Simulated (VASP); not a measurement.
Input:

```
Tb
1.0
    1.83600    -3.18004     0.00000
    1.83600     3.18004     0.00000
    0.00000     0.00000     5.80380
Tb
2
Direct
  0.33333   0.66667   0.25000
  0.66667   0.33333   0.75000
```

Level of theory: PBE GGA, VASP's PBE PAW potentials (set 64) (plane waves; VASP). Numerical set-up: LASPH = .FALSE., 400 eV cut-off, 10×10×6 Γ-centred mesh, first-order Methfessel-Paxton smearing of 0.10 eV, potentials Tb_3.

The 4f electrons are frozen in the core of the lanthanide potential, so 4f levels, which can set the real gap, and their magnetism are missing.

Q: Predict the energy per atom (σ→0), pressure, band gap (on the k-mesh) with the smallest direct gap where there is one.

A: 
| Item | Result |
|---|---|
| band gap (on the k-mesh) | none (metal, semimetal or under 0.01 eV) |
| energy per atom (σ→0) | -4.550 eV/atom |
| pressure | -1.64 GPa |

Only differences to runs with the same potentials and settings are physical.

The compound is Tb in the hcp structure. The cell was not relaxed at this level. The run is one of a series of settings (LASPH = .FALSE. against the base run), some of them coarse on purpose.
